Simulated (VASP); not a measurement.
A run of VASP 6.6.1:

File INCAR:

```
SYSTEM = Bi2Te3
  PREC = Accurate
  ENCUT = 600
  EDIFF = 1E-6
  ISMEAR = 0
  SIGMA = 0.03
  LREAL = .FALSE.
  LASPH = .TRUE.
  NELM = 80
  ALGO = Normal
  ISIF = 3
  LWAVE = .FALSE.
  LCHARG = .FALSE.
  IBRION = 2
  NSW = 90
  EDIFFG = -0.01
  KPAR = 2
```

File KPOINTS:

```
Automatic mesh
0
G
  7 7 7
  0 0 0
```

POSCAR

```
Bi2Te3
1.0
    2.1930000000      1.2661291403     10.1656666667
   -2.1930000000      1.2661291403     10.1656666667
    0.0000000000     -2.5322582807     10.1656666667
Bi Te
2 3
Direct
    0.4000000000      0.4000000000      0.4000000000
    0.6000000000      0.6000000000      0.6000000000
    0.0000000000      0.0000000000      0.0000000000
    0.2095000000      0.2095000000      0.2095000000
    0.7905000000      0.7905000000      0.7905000000
```

Potentials or basis: VASP PAW LDA potentials, release 64 (Bi_d, Te).

Run with:

```bash
$ cat potpaw_LDA.64/Bi_d/POTCAR potpaw_LDA.64/Te/POTCAR > POTCAR
$ mpirun -np 2 vasp_std > vasp.out
```

Hardware: 2 MPI ranks on Intel(R) Xeon(R) 6975P-C (Granite Rapids) (shared host).

Problem. Estimate the wall time of this run.

Solution. It took 51 min on 2 MPI ranks on Intel(R) Xeon(R) 6975P-C (Granite Rapids), with other jobs on the host, peak memory 0.97 GiB a rank. Counts: scf iterations 107, k points 44, ion steps 18.
